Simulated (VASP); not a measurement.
Consider the following.

```yaml
crystal:
  lattice:
    - [3.11489, 0.00000, 0.00000]
    - [-1.55744, 2.69757, 0.00000]
    - [0.00000, 0.00000, 4.93930]
  atoms:
    - { symbol: Ta, position: [0.33333, 0.66667, 0.25390] }
    - { symbol: Ta, position: [0.66667, 0.33333, 0.74610] }
    - { symbol: C, position: [0.00000, 0.00000, 0.00000] }
```

These are LDA (Ceperley-Alder, Perdew-Zunger), VASP's LDA PAW potentials (set 64) (plane waves; VASP 6.6.1) values and carry that method's errors. Run with 400 eV cut-off, 12×12×7 Γ-centred mesh, Gaussian smearing of 0.20 eV, potentials Ta_pv C.

At this cut-off the stress carries a Pulay error, which pulls relaxed volumes low.

Problem. Give the force on each atom (eV/Å).

Solution. 
```json
[
 {"atom": "Ta1", "Fx": "0.000", "Fy": "0.000", "Fz": "-0.368"},
 {"atom": "Ta2", "Fx": "0.000", "Fy": "0.000", "Fz": "0.368"},
 {"atom": "C3", "Fx": "0.000", "Fy": "0.000", "Fz": "0.000"}
]
```

Problem. Give the stress tensor in GPa (positive for a compressed cell).

Solution. 
```
-9.43   0.00   0.00
 0.00  -9.43   0.00
 0.00   0.00  -9.14
```
The pressure is its mean diagonal, -9.33 GPa.

The structure comes from a computed database's Ta2C entry (P-3m1); how it stands against other phases isn't given here. The cell was not relaxed at this level.
